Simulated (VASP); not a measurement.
Data:

```yaml
crystal:
  lattice:
    - [-0.00087, 5.89116, 5.88684]
    - [5.89116, -0.00087, 5.88684]
    - [2.94515, 2.94515, 0.00000]
  atoms:
    - { symbol: Cd, position: [0.99335, 0.99335, 0.01329] }
    - { symbol: Cd, position: [0.99625, 0.51001, 0.99374] }
    - { symbol: Cd, position: [0.51001, 0.99625, 0.99374] }
    - { symbol: Cd, position: [0.50036, 0.50036, 0.99929] }
    - { symbol: Se, position: [0.12583, 0.12583, 0.24834] }
    - { symbol: S, position: [0.12640, 0.62346, 0.25013] }
    - { symbol: S, position: [0.62346, 0.12640, 0.25013] }
    - { symbol: S, position: [0.62434, 0.62434, 0.25133] }
```

Level of theory: PBEsol GGA, VASP's PBE PAW potentials (set 64) (plane waves; VASP 6.6.1). Numerical set-up: 400 eV cut-off, 4×4×7 Γ-centred mesh, tetrahedra with Blöchl corrections, potentials Cd Se S.

### Question
Estimate the energy per atom (σ→0), band gap (on the k-mesh) with the smallest direct gap where there is one.

### Answer

```
Property                                      Value
-----------------------------------  --------------
band gap (on the k-mesh)                    0.77 eV
smallest direct gap (on the k-mesh)         0.77 eV
energy per atom (σ→0)                -3.321 eV/atom
```

Total energies compare only between runs with the same potentials, cut-off and functional.

The structure was generated: Cd4S3Se was put into an ordered model structure (Amm2), which need not be its known phase. It was relaxed first.
